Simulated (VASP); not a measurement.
Elastic constants (GPa) of a crystal from VASP 6.6.1 with LDA (Ceperley-Alder, Perdew-Zunger), VASP's LDA PAW potentials (set 64):

|  | xx | yy | zz | yz | xz | xy |
|---|---|---|---|---|---|---|
| xx | 187.3 | 117.7 | 117.7 | 0.0 | 0.0 | 0.0 |
| yy | 117.7 | 187.3 | 117.7 | 0.0 | 0.0 | 0.0 |
| zz | 117.7 | 117.7 | 187.3 | 0.0 | 0.0 | 0.0 |
| yz | 0.0 | 0.0 | 0.0 | 71.3 | 0.0 | 0.0 |
| xz | 0.0 | 0.0 | 0.0 | 0.0 | 71.3 | 0.0 |
| xy | 0.0 | 0.0 | 0.0 | 0.0 | 0.0 | 71.3 |

Finite-difference elastic constants of metals are sensitive to mesh and smearing; shear constants can be off by tens of GPa.

Question: Work out the Voigt, Reuss and Hill moduli, Young's modulus and Poisson's ratio.

Answer: All eigenvalues are positive (smallest 69.6 GPa), so the crystal is stable. K_V = (C11+C22+C33+2(C12+C13+C23))/9 = (561.9 + 2×353.1)/9 = 140.9 GPa; G_V = (561.9 − 353.1 + 3×213.9)/15 = 56.7 GPa. From the compliances, K_R = 140.9 GPa and G_R = 50.2 GPa. Hill: K = 140.9 GPa, G = 53.5 GPa, E = 9KG/(3K+G) = 142.4 GPa, ν = (3K−2G)/(2(3K+G)) = 0.332. K/G = 2.64, above Pugh's 1.75; universal anisotropy A^U = 0.64.

Question: With a density of 11.21 g/cm³, what are the mean sound speeds?

Answer: v_l = √((K+4G/3)/ρ) = 4.35 km/s and v_t = √(G/ρ) = 2.18 km/s. The crystal is Ag (space group Fm-3m), cubic.

The structure comes from a computed database's Ag entry (Fm-3m); how it stands against other phases isn't given here. It was relaxed first, which changed the volume by -8 %.
